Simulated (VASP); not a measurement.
# CuPd (Skaergaardite) (Pm-3m) in VASP: notebook

The runs below take CuPd (Skaergaardite) through single point, relaxation of cell and atoms, with LDA.

All numbers are computed with VASP 6.6.1; they aren't measurements. Logs are shortened: lines on timing, memory, paths and dates and some standing lists are left out, and cuts for length are marked.

**1. The structure**

The structure is cubic, space group Pm-3m (No. 221). Conventional cell: a = 2.930 Å, b = 2.930 Å, c = 2.930 Å, α = 90.00°, β = 90.00°, γ = 90.00°. Cu (site symmetry m-3m) has 8 Pd at 2.54 Å as nearest neighbours. Pd (site symmetry m-3m) is surrounded by 8 Cu at 2.54 Å.

**2. Single point, LDA**

Contents of INCAR:

```
SYSTEM = CuPd
PREC     = Accurate       ! precision mode
ENCUT    = 520            ! plane-wave cutoff, eV
EDIFF    = 1E-7           ! SCF threshold, eV
ISMEAR   = 0              ! smearing method
SIGMA    = 0.1            ! smearing width, eV
LREAL    = .False.        ! projectors in reciprocal space
LASPH    = .True.         ! aspherical terms in the spheres
NELM     = 60             ! most SCF steps
ALGO     = Normal         ! electronic algorithm
ISIF     = 2              ! what is computed and relaxed
LWAVE    = .False.        ! write WAVECAR
LCHARG   = .False.        ! write CHGCAR
GGA      = CA             ! functional
NBANDS   = 18             ! bands
```

Contents of KPOINTS:

```
regular mesh
0
Gamma
  14 14 14
  0 0 0
```

Contents of POSCAR:

```
CuPd
1.0
    2.9298401430      0.0000000000      0.0000000000
    0.0000000000      2.9298401430      0.0000000000
    0.0000000000      0.0000000000      2.9298401430
Cu Pd
1 1
Direct
    0.0000000000      0.0000000000      0.0000000000
    0.5000000000      0.5000000000      0.5000000000
```

Potentials or basis: VASP PAW LDA potentials, release 64 (Cu, Pd).

The run is started by

```console
cat potpaw_LDA.64/Cu/POTCAR potpaw_LDA.64/Pd/POTCAR > POTCAR
mpirun -np 1 vasp_std > vasp.out
```

OUTCAR:

```text
SYSTEM = CuPd
   PREC = Accurate
   ENCUT = 520
   EDIFF = 1E-7
   ISMEAR = 0
   LREAL = .False.
   LASPH = .True.
   NELM = 60
   ISIF = 2
   GGA = CA

 ion  position               nearest neighbor table
   1  0.000  0.000  0.000-   2 2.54   2 2.54   2 2.54   2 2.54   2 2.54   2 2.54   2 2.54   2 2.54

   2  0.500  0.500  0.500-   1 2.54   1 2.54   1 2.54   1 2.54   1 2.54   1 2.54   1 2.54   1 2.54

  LATTYP: Found a simple cubic cell.
 ALAT       =     2.9298401430

  Lattice vectors:

 A1 = (   2.9298401430,   0.0000000000,   0.0000000000)
 A2 = (   0.0000000000,   2.9298401430,   0.0000000000)
 A3 = (   0.0000000000,   0.0000000000,   2.9298401430)

Analysis of symmetry for initial positions (statically):
=====================================================================
 Subroutine PRICEL returns:
 Original cell was already a primitive cell.

 Routine SETGRP: Setting up the symmetry group for a
 simple cubic supercell.

 Subroutine GETGRP returns: Found 48 space group operations
 (whereof 48 operations were pure point group operations)
 out of a pool of 48 trial point group operations.

The static configuration has the point symmetry O_h .

Analysis of symmetry for dynamics (positions and initial velocities):
=====================================================================
 Subroutine PRICEL returns:
 Original cell was already a primitive cell.

 Routine SETGRP: Setting up the symmetry group for a
 simple cubic supercell.

 Subroutine GETGRP returns: Found 48 space group operations
 (whereof 48 operations were pure point group operations)
 out of a pool of 48 trial point group operations.

The dynamic configuration has the point symmetry O_h .

 Subroutine INISYM returns: Found 48 space group operations
 (whereof 48 operations are pure point group operations),
 and found     1 'primitive' translations

----------------------------------------------------------------------------------------

                                     Primitive cell

  volume of cell :      25.1496

  direct lattice vectors                    reciprocal lattice vectors
     2.929840143  0.000000000  0.000000000     0.341315550  0.000000000  0.000000000
     0.000000000  2.929840143  0.000000000     0.000000000  0.341315550  0.000000000
     0.000000000  0.000000000  2.929840143     0.000000000  0.000000000  0.341315550

  length of vectors
     2.929840143  2.929840143  2.929840143     0.341315550  0.341315550  0.341315550

  position of ions in fractional coordinates (direct lattice)
     0.000000000  0.000000000  0.000000000
     0.500000000  0.500000000  0.500000000

  ion indices of the primitive-cell ions
   primitive index   ion index
                 1           1
                 2           2

----------------------------------------------------------------------------------------

 KPOINTS: regular mesh

Automatic generation of k-mesh.
 Grid dimensions read from file:
 generate k-points for:   14   14   14

 Generating k-lattice:

  Cartesian coordinates                     Fractional coordinates (reciprocal lattice)
     0.024379682  0.000000000  0.000000000     0.071428571  0.000000000  0.000000000
     0.000000000  0.024379682  0.000000000     0.000000000  0.071428571  0.000000000
     0.000000000  0.000000000  0.024379682     0.000000000  0.000000000  0.071428571

  Length of vectors
     0.024379682  0.024379682  0.024379682

  Shift w.r.t. Gamma in fractional coordinates (k-lattice)
     0.000000000  0.000000000  0.000000000

 Subroutine IBZKPT returns following result:
 ===========================================

 Found    120 irreducible k-points:

 Following reciprocal coordinates:
            Coordinates               Weight
  0.000000  0.000000  0.000000      1.000000
  0.071429  0.000000  0.000000      6.000000
  0.142857  0.000000  0.000000      6.000000
  0.214286  0.000000  0.000000      6.000000
  0.285714  0.000000  0.000000      6.000000
  0.357143  0.000000  0.000000      6.000000
[... 16 lines left out ...]
  0.285714  0.214286  0.000000     24.000000
  0.357143  0.214286  0.000000     24.000000
 [... further k-points ...]
   k-points           NKPTS =    120   k-points in BZ     NKDIM =    120   number of bands    NBANDS=     18
   number of dos      NEDOS =    301   number of ions     NIONS =      2
   total plane-waves  NPLWV =  13824
   dimension x,y,z NGX =    24 NGY =   24 NGZ =   24
   dimension x,y,z NGXF=    48 NGYF=   48 NGZF=   48
   ions per type =               1   1
   NGX,Y,Z   is equivalent  to a cutoff of  13.62, 13.62, 13.62 a.u.
   NGXF,Y,Z  is equivalent  to a cutoff of  27.24, 27.24, 27.24 a.u.
 SYSTEM =  CuPd
   PREC   = accura    normal or accurate (medium, high low for compatibility)
   ISTART =      0    job   : 0-new  1-cont  2-samecut
   ICHARG =      2    charge: 1-file 2-atom 10-const
   ISPIN  =      1    spin polarized calculation?
   LNONCOLLINEAR =      F non collinear calculations
   LSORBIT =      F    spin-orbit coupling
   LASPH  =      T    aspherical Exc in radial PAW
   ENCUT  =  520.0 eV  38.22 Ry    6.18 a.u.   5.45  5.45  5.45*2*pi/ulx,y,z
   NELM   =     60;   NELMIN=  2; NELMDL= -5     # of ELM steps
   EDIFF  = 0.1E-06   stopping-criterion for ELM
   LREAL  =      F    real-space projection
   EDIFFG = 0.1E-05   stopping-criterion for IOM
   NSW    =      0    number of steps for IOM
   IBRION =     -1    ionic relax: 0-MD 1-quasi-New 2-CG
   NFREE  =      0    steps in history (QN), initial steepest desc. (CG)
   ISIF   =      2    stress and relaxation
   ISYM   =      2    0-nonsym 1-usesym 2-fastsym
   POTIM  = 0.5000    time-step for ionic-motion
   TEBEG  =    0.0;   TEEND  =   0.0 temperature during run
   PSTRESS=    0.0 pullay stress
   NELECT =      21.0000    total number of electrons
   NUPDOWN=      -1.0000    fix difference up-down
   EMIN   =  10.00;   EMAX   =-10.00  energy-range for DOS
   EFERMI =   0.00;   METHOD = LEGACY
   ISMEAR =     0;   SIGMA  =   0.10  broadening in eV -4-tet -1-fermi 0-gaus
   EFERMI_NEDOS =   21; number of points for ismear=-14 and -15
   IALGO  =     38    algorithm
   IMIX   =      4    mixing-type and parameters
     AMIX     =   0.40;   BMIX     =  1.00
     AMIX_MAG =   1.60;   BMIX_MAG =  1.00
  volume/ion in A,a.u.               =      12.57        84.86
  Fermi-wavevector in a.u.,A,eV,Ry     =   1.541596  2.913195 32.334508  2.376519
  Thomas-Fermi vector in A             =   2.647520
   LORBIT       =      0    0 simple, 1 ext, 2 COOP (PROOUT), +10 PAW based schemes
   GGA     = CA    functional components
   LHFCALC =     F    Hartree Fock is set to
   AEXX    =    0.0000 exact exchange contribution
   IVDW    =     0    specifies the selected vdW correction
   LEPSILON=     F    determine dielectric tensor
   LRPA    =     F    only Hartree local field effects (RPA)
 non-spin polarized calculation
 Gauss-broadening in eV      SIGMA  =   0.10
  energy-cutoff  :      520.00
  volume of cell :       25.15
 maximum number of plane-waves:       695
 NGX is ok and might be reduce to    24
   NGX = 11   NGY = 11   NGZ = 11

 number of electron      21.0000001 magnetization

 Free energy of the ion-electron system (eV)
  ---------------------------------------------------
  ext. energy  EPLUGINS =         0.00000000
  ---------------------------------------------------
  free energy    TOTEN  =       -11.42573663 eV

  energy without entropy =      -11.41839513  energy(sigma->0) =      -11.42206588

 E-fermi :   8.9916     XC(G=0): -13.6501

 val. band max:        8.9794765043   @ k =   0.2857   0.2857   0.0000
 cond. band min:       8.9916361408   @ k =   0.5000   0.4286   0.0000
 fundamental gap:      0.0121596366
 Fermi energy:         8.9916244277

 k-point     1 :       0.0000    0.0000    0.0000
  band No.  band energies     occupation
      1       0.7934      2.00000
      2       4.0803      2.00000
      3       4.0803      2.00000
      4       6.3492      2.00000
      5       6.3492      2.00000
      6       6.3492      2.00000
[... 10 lines left out ...]
     17      26.9243      0.00000
     18      31.4041      0.00000

 k-point     2 :       0.0714    0.0000    0.0000
  band No.  band energies     occupation
      1       0.8967      2.00000
      2       4.1226      2.00000
      3       4.1354      2.00000
      4       6.3482      2.00000
      5       6.3482      2.00000
      6       6.3769      2.00000
[... 10 lines left out ...]
     17      27.3986      0.00000
     18      31.2820      0.00000

 k-point     3 :       0.1429    0.0000    0.0000
  band No.  band energies     occupation
      1       1.2007      2.00000
      2       4.2474      2.00000
      3       4.2904      2.00000
      4       6.3484      2.00000
      5       6.3484      2.00000
      6       6.4585      2.00000
[... 10 lines left out ...]
     17      29.0473      0.00000
     18      30.9821      0.00000

 k-point     4 :       0.2143    0.0000    0.0000
  band No.  band energies     occupation
      1       1.6875      2.00000
      2       4.4487      2.00000
      3       4.5128      2.00000
      4       6.3583      2.00000
      5       6.3583      2.00000
      6       6.5893      2.00000
[... 10 lines left out ...]
     17      30.6824      0.00000
     18      31.1833      0.00000

 k-point     5 :       0.2857    0.0000    0.0000
  band No.  band energies     occupation
      1       2.3233      2.00000
      2       4.7151      2.00000
      3       4.7449      2.00000
      4       6.3905      2.00000
      5       6.3905      2.00000
      6       6.7605      2.00000
[... 10 lines left out ...]
     17      30.2020      0.00000
     18      30.2021      0.00000

 k-point     6 :       0.3571    0.0000    0.0000
  band No.  band energies     occupation
      1       3.0490      2.00000
      2       4.9018      2.00000
      3       5.0268      2.00000
      4       6.4592      2.00000
      5       6.4592      2.00000
      6       6.8146      2.00000
[... 10 lines left out ...]
     17      28.7648      0.00000
     18      28.7648      0.00000

 k-point     7 :       0.4286    0.0000    0.0000
  band No.  band energies     occupation
      1       3.7539      2.00000
      2       4.8880      2.00000
      3       5.3399      2.00000
      4       6.4918      2.00000
      5       6.5763      2.00000
      6       6.5763      2.00000
[... 10 lines left out ...]
     17      27.1641      0.00000
     18      27.1641      0.00000

 k-point     8 :       0.5000    0.0000    0.0000
  band No.  band energies     occupation
      1       4.1462      2.00000
      2       4.7640      2.00000
      3       5.5087      2.00000
      4       6.3193      2.00000
      5       6.7048      2.00000
      6       6.7048      2.00000
[... 10 lines left out ...]
     17      25.5716      0.00000
     18      26.0647      0.00000
[... 229 lines left out ...]
     17      28.6104      0.00000
     18      28.9881      0.00000

 k-point    20 :       0.4286    0.1429    0.0000
  band No.  band energies     occupation
      1       3.9017      2.00000
      2       4.7352      2.00000
      3       5.5066      2.00000
      4       6.1055      2.00000
      5       6.2613      2.00000
      6       6.5258      2.00000
[... 10 lines left out ...]
     17      27.4016      0.00000
     18      28.7220      0.00000

 k-point    21 :       0.5000    0.1429    0.0000
  band No.  band energies     occupation
      1       4.3434      2.00000
      2       4.4826      2.00000
      3       5.6288      2.00000
      4       6.1755      2.00000
      5       6.1999      2.00000
      6       6.3842      2.00000
[... 10 lines left out ...]
     17      26.1241      0.00000
     18      28.7795      0.00000

 k-point    22 :       0.2143    0.2143    0.0000
  band No.  band energies     occupation
      1       2.4570      2.00000
      2       4.6385      2.00000
      3       5.0139      2.00000
      4       5.9285      2.00000
      5       6.2875      2.00000
      6       7.0510      2.00000
[... 10 lines left out ...]
     17      29.3309      0.00000
     18      30.0702      0.00000

 k-point    23 :       0.2857    0.2143    0.0000
  band No.  band energies     occupation
      1       2.9576      2.00000
      2       4.6955      2.00000
      3       5.3308      2.00000
      4       5.8374      2.00000
      5       6.3345      2.00000
      6       6.7478      2.00000
[... 10 lines left out ...]
     17      28.9478      0.00000
     18      30.5154      0.00000

 k-point    24 :       0.3571    0.2143    0.0000
  band No.  band energies     occupation
      1       3.4715      2.00000
      2       4.6771      2.00000
      3       5.6306      2.00000
      4       5.8027      2.00000
      5       6.4279      2.00000
      6       6.4289      2.00000
[... 10 lines left out ...]
     17      28.4554      0.00000
     18      29.2070      0.00000

 [... further k-points ...]
[... 5 lines left out ...]
  --------------------------------------------------------------------------------------
  -------------------------------------------------------------------------------------
  Total        0.0979716      0.0979716      0.0979716      0.0000000     -0.0000000      0.0000000
  in kB        6.2413595      6.2413595      6.2413595      0.0000000     -0.0000000      0.0000000
  external PRESSURE =       6.2413595 kB  Pullay stress =       0.0000000 kB

 VOLUME and BASIS-vectors are now :
 -----------------------------------------------------------------------------
  energy-cutoff  :      520.00
  volume of cell :       25.15
      direct lattice vectors                 reciprocal lattice vectors
     2.929840143  0.000000000  0.000000000     0.341315550  0.000000000  0.000000000
     0.000000000  2.929840143  0.000000000     0.000000000  0.341315550  0.000000000
     0.000000000  0.000000000  2.929840143     0.000000000  0.000000000  0.341315550

 POSITION                                       TOTAL-FORCE (eV/Angst)
 -----------------------------------------------------------------------------------
      0.00000      0.00000      0.00000         0.000000      0.000000      0.000000
      1.46492      1.46492      1.46492         0.000000      0.000000      0.000000
 -----------------------------------------------------------------------------------
    total drift:                                0.000000      0.000000     -0.000000

  FREE ENERGIE OF THE ION-ELECTRON SYSTEM (eV)
  ---------------------------------------------------
  free  energy   TOTEN  =       -11.4257366264 eV

  energy  without entropy=      -11.4183951271  energy(sigma->0) =      -11.42206588
```

It took 16 s on 1 thread of Intel Xeon 6975P-C (Granite Rapids), shared host; peak memory 0.17 GiB.

What came out:

* Free energy: -11.4257 eV
* Pressure: 0.6 GPa
* Band gap on the k mesh: none (metal or under the smearing width)

**3. Relaxation of cell and atoms, LDA**

This run uses another cell than the first one, of 12.62 Å³/atom, 1.003 times its volume.

Contents of INCAR:

```
SYSTEM = CuPd
PREC = Accurate
ENCUT = 600
EDIFF = 1E-7
ISMEAR = 0
SIGMA = 0.1
LREAL = .FALSE.
LASPH = .TRUE.
NELM = 100
ALGO = Normal
ISIF = 3
LWAVE = .FALSE.
LCHARG = .FALSE.
GGA = CA
IBRION = 2
NSW = 100
EDIFFG = -0.005
```

Contents of KPOINTS:

```
regular mesh
0
G
  14 14 14
  0 0 0
```

Contents of POSCAR:

```
CuPd
1.0
    2.9329858447      0.0000000000      0.0000000000
    0.0000000000      2.9329858447      0.0000000000
    0.0000000000      0.0000000000      2.9329858447
Cu Pd
1 1
Direct
    0.0000000000      0.0000000000      0.0000000000
    0.5000000000      0.5000000000      0.5000000000
```

Potentials or basis: VASP PAW LDA potentials, release 64 (Cu, Pd).

The run is started by

```console
cat potpaw_LDA.64/Cu/POTCAR potpaw_LDA.64/Pd/POTCAR > POTCAR
mpirun -np 1 vasp_std > vasp.out
```

It took 14 s on 1 thread of Intel Xeon 6975P-C (Granite Rapids), shared host; peak memory 0.17 GiB.

The run converged. Its results:

| Property | Result |
| --- | --- |
| Free energy | -11.4259 eV |
| Pressure after relaxing | 0.0 GPa |
| Band gap on the k mesh | none (metal or under the smearing width) |

Final structure:
```cif
data_structure
_symmetry_space_group_name_H-M 'P 1'
_symmetry_Int_Tables_number 1
_cell_length_a 2.9330
_cell_length_b 2.9330
_cell_length_c 2.9330
_cell_angle_alpha 90.000
_cell_angle_beta 90.000
_cell_angle_gamma 90.000
_cell_volume 25.23
loop_
_atom_site_label
_atom_site_type_symbol
_atom_site_fract_x
_atom_site_fract_y
_atom_site_fract_z
_atom_site_occupancy
Cu1 Cu 0.00000 0.00000 0.00000 1
Pd1 Pd 0.50000 0.50000 0.50000 1
```

Levels at points of the mesh, in eV from the Fermi level:
```tsv
k point	band 8	band 9	band 10	band 11	band 12	band 13	band 14
(0.00, 0.00, 0.00)	-1.18	-0.10	-0.10	-0.10	9.15	9.15	9.15
(0.50, 0.00, 0.00)	-2.14	-1.75	-1.05	-0.65	1.24	14.97	16.50
(0.50, 0.50, 0.00)	-0.20	0.06	0.06	0.78	0.78	7.24	7.29
(0.50, 0.50, 0.50)	-1.33	-0.14	-0.14	6.63	8.21	8.21	8.21
```

Caveat: the relaxation stopped at its first step, so nothing moved.
